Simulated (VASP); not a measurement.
Method: LDA (Ceperley-Alder, Perdew-Zunger), VASP's LDA PAW potentials (set 64) (plane waves; VASP).

The input files of a VASP run:

KPOINTS:
```
kpoints
0
G
 7 7 7
```

INCAR:
```
# general
SYSTEM  = TiGe2
PREC    = Accurate
ENCUT   = 400
LREAL   = .FALSE.
LASPH   = .TRUE.

# electronic loop
EDIFF   = 1E-6
NELM    = 100
ALGO    = Normal
LMAXMIX = 4

# smearing
ISMEAR  = 1
SIGMA   = 0.1

# ions
IBRION  = 2
NSW     = 60
ISIF    = 3
EDIFFG  = -0.02

# output
LWAVE   = .FALSE.
LCHARG  = .FALSE.
```

### POSCAR
```
TiGe2
1.0
  0.0000000000   4.2283409356   4.3202173222
  2.4746561313   0.0000000000   4.3202173222
  2.4746561313   4.2283409356   0.0000000000
Ti Ge
2 4
Cartesian
  3.7119841970   6.3425114034   6.4803259833
  2.4746561313   4.2283409356   4.3202173222
  1.2373280657   0.6875372121   2.1601086611
  1.2373280657   3.5408037235   2.1601086611
  2.4746561313   1.4266332557   4.3202173222
  2.4746561313   7.0300486155   4.3202173222
```

POTCAR, in this order: Ti_sv Ge_d (LDA.64 set). Program: vasp_std.

Q: What does the run give for the energy per atom (σ→0), volume per atom, band gap (on the k-mesh)?

A: 
```yaml
energy per atom (σ→0): -6.838 eV/atom
band gap (on the k-mesh): none (metal, semimetal or under 0.01 eV)
volume_per_atom: 15.05 Å³/atom
```

### OSZICAR
```
...
       N       E                     dE             d eps       ncg     rms          rms(c)
DAV:   1    -0.410290929394E+02   -0.54760E-03   -0.12083E-02  6600   0.852E-01    0.144E-01
DAV:   2    -0.410287520877E+02    0.34085E-03   -0.11815E-03  6880   0.472E-01    0.810E-02
DAV:   3    -0.410285873441E+02    0.16474E-03   -0.26142E-04  7744   0.188E-01    0.271E-02
DAV:   4    -0.410285819173E+02    0.54268E-05   -0.14654E-04  7512   0.905E-02    0.101E-02
DAV:   5    -0.410285807402E+02    0.11771E-05   -0.19500E-05  7560   0.494E-02    0.534E-03
DAV:   6    -0.410285806007E+02    0.13953E-06   -0.55039E-07  3976   0.156E-02
   3 F= -.41028581E+02 E0= -.41028253E+02  d E =-.132805E-02
```

The structure comes from a computed database's TiGe2 entry (Fddd); how it stands against other phases isn't given here. This run relaxes it. Symmetry was kept, so distortions that lower it aren't found. The start is the result of an earlier pass.
